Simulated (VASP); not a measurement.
**TaF3 under changes of volume**

One of the cells (17.380 Å³/atom); the others are scaled copies at fixed shape and fractional positions:

```
CELL_PARAMETERS angstrom
4.11182 0.00000 0.00000
0.00000 4.11182 0.00000
0.00000 0.00000 4.11182
ATOMIC_POSITIONS crystal
Ta 0.00000 0.00000 0.00000
F 0.00000 0.00000 0.50000
F 0.00000 0.50000 0.00000
F 0.50000 0.00000 0.00000
```

| Property | Result |
| --- | --- |
| Program | VASP 6.6.1 |
| Functional | PBE |
| Dispersion | D3(BJ) |
| Potentials or basis | VASP PAW PBE potentials, release 64 (Ta_pv, F) |
| Cutoff | 520 eV |
| k mesh | 6 × 6 × 6 |
| Occupations | fermi-dirac, width 0.05 eV |
| Spin | no spin polarisation |

```csv
volume (Å³/atom),energy over the lowest point (meV/atom),pressure (GPa)
16.685,?,?
17.032,2.91,2.3
17.380,0.00,0.0
17.727,1.82,-2.1
18.075,7.93,-3.9
```

Problem. What does the run at 16.685 Å³/atom give?

Solution. Energy over the lowest point 11.21 meV/atom; pressure 4.9 GPa.

Worked out: A Birch-Murnaghan fit of order 2 (a polynomial in V^(-2/3)) to the other rows has its minimum at 17.41 Å³/atom with B0 = V·E''(V) = 108 GPa. It gives 11.03 meV/atom at 16.685 Å³/atom, against the run's 11.21, and -dE/dV = 5.0 GPa, against 4.9.

Energies are extrapolated to zero smearing.

Caveats: pairwise dispersion overbinds metals, which lowers pressure and volume.
